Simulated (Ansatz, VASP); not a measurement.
# SnH in two plane-wave programs, part 3 of 3

Aim: how closely do two programs agree when they are given the same cell, functional and k mesh? The cell is generated by rule, not measured, and may not be a known phase. Of the first pair: The cell is taken from a series of runs on this material, whose earlier steps may have relaxed, scaled, displaced or heated it; both programs get it as it stands.

VASP 6.6.1 and Ansatz 0.2.0.

So far: VASP: relaxation of cell and atoms, LDA, pair 1; Ansatz: relaxation of cell and atoms, LDA, pair 1; Differences; VASP: relaxation of cell and atoms, LDA, pair 2; Ansatz: relaxation of cell and atoms, LDA, pair 2; Comparison.

### 8. Ansatz: relaxation of cell and atoms, LDA, pair 3

Level of this step: Ansatz beside VASP: Kohn-Sham DFT, plane waves, LDA (Ansatz).

The relaxed volume is the usual yardstick between codes: in a stiff, nearly cubic crystal its relative difference is about their pressure difference at one cell divided by the bulk modulus. This pair takes another cell of the material, with 8 atoms against 4 for the pair before.

The cell is taken from a series of runs on this material, whose earlier steps may have relaxed, scaled, displaced or heated it; both programs get it as it stands.

Contents of input.yaml:

```yaml
crystal:
  lattice:
    - [5.9405271498, 0.0, 0.0]
    - [0.0, 3.2551411368, 0.0]
    - [0.0, 0.0, 7.0630328974]
  atoms:
    - { symbol: Sn, position: [0.25, 0.0, 0.9243791757] }
    - { symbol: Sn, position: [0.75, 0.0, 0.0756208243] }
    - { symbol: Sn, position: [0.0, 0.5, 0.5] }
    - { symbol: Sn, position: [0.5, 0.5, 0.5] }
    - { symbol: H, position: [0.0427687066, 0.0, 0.6975521871] }
    - { symbol: H, position: [0.4572312934, 0.0, 0.6975521871] }
    - { symbol: H, position: [0.9572312934, 0.0, 0.3024478129] }
    - { symbol: H, position: [0.5427687066, 0.0, 0.3024478129] }
kpoints:
  mp_grid: { grid: [6, 12, 6] }
hamiltonian:
  xc: lda
  pseudopotentials: { kind: nc }
scf:
  occupations: { method: methfessel_paxton, width: 0.2 }
output:
  forces: true
  stress: true
  eigenvalues: true
relax:
  adjacent_minimum: "off"
  f_tol: 0.001
  max_steps: 60
  cell: { stress_tol: 0.01 }
```

Started as:

```sh
> ansatz run input.yaml --threads 8 --pin off --max-ram 14336MiB --backend cpu --events-out ev --progress --plain --runs-dir out
```

Numbers of over 12 decimals in the logs are rounded to 6 here.

Log:

```text
[...]
Crystal: 8 atoms, lattice volume = 136.580 Å³
Basis set: ecut = 1006.821291 eV, 9931 PW (Γ)
Bands: 38, of which v1, the nominal top of the filled ones, is band 30 counted from 1 (29 counted from 0)
Symmetry: 8 space group operations
[...]
k-points: 112 of 432
[...]
- [0.0, 0.0, 7.0630328974]
  atoms:
    - { symbol: Sn, position: [0.25, 0.0, 0.924379] }
    - { symbol: Sn, position: [0.75, 0.0, 0.075621] }
    - { symbol: Sn, position: [0.0, 0.5, 0.500000] }
    - { symbol: Sn, position: [0.5, 0.5, 0.500000] }
    - { symbol: H, position: [0.0427687066, 0.0, 0.697552] }
    - { symbol: H, position: [0.4572312934, 0.0, 0.697552] }
    - { symbol: H, position: [0.9572312934, 0.0, 0.302448] }
    - { symbol: H, position: [0.5427687066, 0.0, 0.302448] }
[key lines of the parts left out:]
SCF converged after 6 iterations
Free energy (F): -8612.622943 eV
Fermi energy:    8.592649 eV
P = ⅓ Tr σ = 0.0032 GPa (0.032 kbar)
```

### 9. VASP: relaxation of cell and atoms, LDA, pair 3

The same cell, functional (in two slightly different forms), mesh and smearing now go to VASP, with its own data sets.

Contents of INCAR:

```
SYSTEM = SnH
PREC = Accurate
ENCUT = 500
EDIFF = 1E-07
NELM = 120
ISMEAR = 1
SIGMA = 0.2
LREAL = .FALSE.
ALGO = Normal
GGA = CA
NBANDS = 38
LORBIT = 11
LWAVE = .FALSE.
LCHARG = .FALSE.
ISIF = 3
IBRION = 2
NSW = 80
EDIFFG = -0.005
LASPH = .TRUE.
GGA_COMPAT = .FALSE.
NELMIN = 4
KPAR = 2
```

Contents of POSCAR:

```
SnH
1.0
    5.9405270000      0.0000000000      0.0000000000
    0.0000000000      3.2551410000      0.0000000000
    0.0000000000      0.0000000000      7.0630330000
Sn H
4 4
Direct
    0.2500000421      0.0000000000      0.9243792291
    0.7499999579      0.0000000000      0.0756207709
    0.0000000000      0.5000001536      0.4999999292
    0.5000000842      0.5000001536      0.4999999292
    0.0427687645      0.0000000000      0.6975521706
    0.4572313197      0.0000000000      0.6975521706
    0.9572312355      0.0000000000      0.3024478294
    0.5427686803      0.0000000000      0.3024478294
```

Contents of KPOINTS:

```
Automatic mesh
0
Gamma
6 12 6
0 0 0
```

PAW data sets: Sn_d and H (LDA family, release 64).

Started as:

```sh
> mpirun -np 2 vasp_std
```

Log:

```text
[... set-up lines as in an earlier step ...]
 entering main loop
       N       E                     dE             d eps       ncg     rms          rms(c)
DAV:   1     0.593970411617E+03    0.59397E+03   -0.29378E+04  8732   0.227E+03
DAV:   2     0.562303512275E+02   -0.53774E+03   -0.52622E+03  8518   0.590E+02
DAV:   3    -0.256384730224E+02   -0.81869E+02   -0.79808E+02  9620   0.198E+02
DAV:   4    -0.298120316614E+02   -0.41736E+01   -0.41417E+01  9864   0.488E+01
[...]
DAV:  13    -0.290918534316E+02    0.13444E-07   -0.26199E-06 10186   0.825E-03    0.234E-03
DAV:  14    -0.290918532734E+02    0.15824E-06   -0.75862E-07  8176   0.658E-03    0.426E-04
DAV:  15    -0.290918532825E+02   -0.90668E-08   -0.10826E-07  6076   0.174E-03
   1 F= -.29091853E+02 E0= -.29090707E+02  d E =-.290919E+02
[...]
2 F= -.29091943E+02 E0= -.29090812E+02  d E =-.899984E-04
[...]
3 F= -.29091957E+02 E0= -.29090833E+02  d E =-.103370E-03
[...]
4 F= -.29091989E+02 E0= -.29090873E+02  d E =-.319919E-04
[...]
5 F= -.29092022E+02 E0= -.29090936E+02  d E =-.658194E-04
[...]
reached required accuracy - stopping structural energy minimisation
```

OUTCAR, selected parts (step 9):

```text
  Total        0.0200591     -0.0213477     -0.0120063      0.0000000      0.0000000     -0.0000000
  in kB        0.2359712     -0.2511295     -0.1412402      0.0000000      0.0000000     -0.0000000
  external PRESSURE =      -0.0521328 kB  Pullay stress =       0.0000000 kB

 POSITION                                       TOTAL-FORCE (eV/Angst)
 -----------------------------------------------------------------------------------
      1.48175      0.00000      6.53103        -0.000000      0.000000      0.001262
      4.44525      0.00000      0.53002        -0.000000      0.000000     -0.001262
      0.00000      1.62715      3.53052         0.000000      0.000000      0.000000
      2.96350      1.62715      3.53052         0.000000      0.000000      0.000000
      0.25452      0.00000      4.92577         0.002316      0.000000     -0.000275
      2.70899      0.00000      4.92577        -0.002316      0.000000     -0.000275
      5.67249      0.00000      2.13527        -0.002316      0.000000      0.000275
      3.21802      0.00000      2.13527         0.002316      0.000000      0.000275
 -----------------------------------------------------------------------------------
    total drift:                                0.000319     -0.000525      0.000313

  FREE ENERGIE OF THE ION-ELECTRON SYSTEM (eV)
  ---------------------------------------------------
  free  energy   TOTEN  =       -29.0920224719 eV

  energy  without entropy=      -29.0887642155  energy(sigma->0) =      -29.09093639

[... 1 part as in an earlier step ...]

[... 3 further parts left out ...]
[key lines of the parts left out:]
E-fermi :   6.1701
```

The run keeps the 8 symmetry operations of its start, so it cannot find a distortion of lower symmetry.

### 10. Side by side

Both answers:

```
                                         quantity  Ansatz    VASP  difference
                                      volume (Å³)  136.58  136.20     +0.28 %
edge a after relaxation, in the typed setting (Å)   5.941   5.927     +0.23 %
edge b after relaxation, in the typed setting (Å)   3.255   3.254     +0.02 %
edge c after relaxation, in the typed setting (Å)   7.063   7.061     +0.03 %
```

### 11. Outcome

- difference in volume (relaxation of cell and atoms, LDA, pair 1): 0.18 %
- difference in edge c after relaxation, in the typed setting (relaxation of cell and atoms, LDA, pair 2): -0.79 %
- difference in volume (relaxation of cell and atoms, LDA, pair 3): 0.28 %

In words: The difference in edge c after relaxation, in the typed setting is -0.79 % (relaxation of cell and atoms, LDA, pair 2), within the 1.2 % picked in this series as the mark of a large difference, as far as the stopping tolerances let one tell. 3 further runs of this series are not shown here. How closely two codes agree says nothing of how well the functional describes the real material.

[Lines on the potential files, build, host, timing and source positions are cut from VASP's logs without a mark.]

[Logs are printed without paths, hosts, clocks, repeated set-up lines and the standing remarks that a program may print on its own settings, such as how far it seeks lower states.]

[Hosts, paths, dates, database ids (printed as entryN), source tags and the programs' standing remarks are cut or masked in the printed files.]
